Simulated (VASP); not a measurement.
Here is a VASP 6.6.1 calculation.

INCAR

```
SYSTEM = TcSe2
  PREC = Accurate
  ENCUT = 520
  EDIFF = 1E-6
  ISMEAR = 0
  SIGMA = 0.05
  LREAL = .FALSE.
  LASPH = .TRUE.
  NELM = 80
  ALGO = Normal
  ISIF = 2
  LWAVE = .FALSE.
  LCHARG = .FALSE.
  ISPIN = 2
  MAGMOM = 0.5 0 0
  LORBIT = 11
  LMAXMIX = 4
  LDAU = .TRUE.
  LDAUTYPE = 2
  LDAUL = 2 -1
  LDAUU = 3 0
  LDAUJ = 0 0
  LDAUPRINT = 1
  GGA = PS
```

KPOINTS

```
regular mesh
0
G
  6 6 6
  0 0 0
```

File POSCAR:

```
TcSe2
1.0
    1.9284189500      1.1133732000      5.8303367600
   -1.9284189500      1.1133732000      5.8303367600
    0.0000000000     -2.2267463900      5.8303367600
Tc Se
1 2
Direct
    0.0000000000      0.0000000000      0.0000000000
    0.2520000000      0.2520000000      0.2520000000
    0.7480000000      0.7480000000      0.7480000000
```

Potentials or basis: VASP PAW PBE potentials, release 64 (Tc_pv, Se).

The run is started by

```sh
$ cat potpaw_PBE.64/Tc_pv/POTCAR potpaw_PBE.64/Se/POTCAR > POTCAR
$ mpirun -np 1 vasp_std > vasp.out
```

Task: Estimate the band gap on the k mesh.

Result: None (metal or under the smearing width).

Task: What does it give for the largest force?

Result: 0.545 eV/Å.

Forces on the atoms (eV/Å):
```
Tc   0.000  0.000  0.000
Se   0.000  0.000  0.545
Se   0.000  0.000 -0.545
```

Caveat: the PAW data sets were made with another functional, which shifts forces and pressure a little. The state reached can hang on the start; a lower one may exist.
